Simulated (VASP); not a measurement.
Here is the system:

```
CoSi2
1.0
    0.00000     2.67870     2.67870
    2.67870     0.00000     2.67870
    2.67870     2.67870     0.00000
Co Si
1 2
Direct
  0.00000   0.00000   0.00000
  0.25000   0.25000   0.25000
  0.75000   0.75000   0.75000
```

The numbers are results of PBE GGA, VASP's PBE PAW potentials (set 64) (plane waves; VASP 6.6.1), not measurements. Run with 480 eV cut-off, 10×10×10 Γ-centred mesh, first-order Methfessel-Paxton smearing of 0.10 eV, potentials Co Si.

Energy and stress use the plane-wave basis of the starting cell.

Problem. The ions, cell shape and volume at an external pressure of 10.0 GPa are relaxed. Which structure does the run end with?

Solution. 
```
CoSi2
1.0
    0.00000     2.63479     2.63479
    2.63479     0.00000     2.63479
    2.63479     2.63479     0.00000
Co Si
1 2
Cartesian
  2.63479   5.26957   2.63479
  1.31739   1.31739   1.31739
  3.95218   3.95218   3.95218
```
Space group Fm-3m (225), at a tolerance of 0.03 Å.

Problem. How do energy and volume change from the first to the last step?

Solution. The energy (σ→0) changes by +18.7 meV/atom and the volume by -4.8 %, in 4 ionic steps.

The compound is CoSi2 in the fluorite structure. This run relaxes it under an external pressure of 10 GPa. Symmetry was kept, so distortions that lower it aren't found. The run is not spin-polarised, so no magnetic state was tried. The electron count is odd and the run is not spin-polarised, which forces a metal.
